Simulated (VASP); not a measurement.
All values below come from optB86b-vdW, VASP's PBE PAW potentials (set 64) (plane waves; VASP 6.6.1).

VASP ran on this input.

File POSCAR:
```
ZrS2
1.0
  1.8202553323  -3.1527747401   0.0000000000
  1.8202553323   3.1527747401   0.0000000000
  0.0000000000   0.0000000000   5.7991755291
Zr S
1 2
Cart
  0.0000000000   0.0000000000   5.7991755291
  1.8202553323   1.0509270152   1.4455029233
  1.8202553323  -1.0509270152   4.3536726058
```

**KPOINTS**
```
Automatic mesh
0
Gamma
6 6 4
0 0 0
```

INCAR:
```
# general
SYSTEM   = ZrS2
PREC     = Accurate
ENCUT    = 520
LREAL    = .FALSE.
LASPH    = .TRUE.

# electronic loop
EDIFF    = 1E-6
NELM     = 100
ALGO     = Normal
LMAXMIX  = 4

# smearing
ISMEAR   = 0
SIGMA    = 0.05

# functional
GGA      = MK
LUSE_VDW = .TRUE.
AGGAC    = 0.0
PARAM1   = 0.1234
PARAM2   = 1.0

# ions
IBRION   = 2
NSW      = 60
ISIF     = 3
EDIFFG   = -0.02

# output
LWAVE    = .FALSE.
LCHARG   = .FALSE.
```

POTCAR, in this order: Zr_sv S (PBE.64 set). Program: vasp_std.

Problem. Predict the energy per atom (σ→0), volume per atom, band gap (on the k-mesh).

Solution. 
```yaml
energy per atom (σ→0): -519.7 kJ/mol of atoms
band gap (on the k-mesh): 0.78 eV
volume_per_atom: 22.50 Å^3/atom
```

**OSZICAR**
```
...
DAV:   2    -0.161665568964E+02    0.36181E-01   -0.97836E-02   824   0.301E+00    0.764E-01
DAV:   3    -0.161576566328E+02    0.89003E-02   -0.43491E-02  1104   0.146E+00    0.298E-01
DAV:   4    -0.161584183682E+02   -0.76174E-03   -0.21458E-03   976   0.299E-01    0.173E-01
DAV:   5    -0.161589484053E+02   -0.53004E-03   -0.14814E-03  1296   0.190E-01    0.670E-02
DAV:   6    -0.161590236860E+02   -0.75281E-04   -0.13804E-04  1336   0.721E-02    0.189E-02
DAV:   7    -0.161590223932E+02    0.12928E-05   -0.41645E-06   888   0.181E-02    0.569E-03
DAV:   8    -0.161590221067E+02    0.28649E-06   -0.80091E-07   552   0.645E-03
   3 F= -.16159022E+02 E0= -.16159022E+02  d E =-.582205E-02
```

The compound is ZrS2 in the 1T layered structure. This run relaxes it. Symmetry was kept, so distortions that lower it aren't found. The start is the result of an earlier pass.
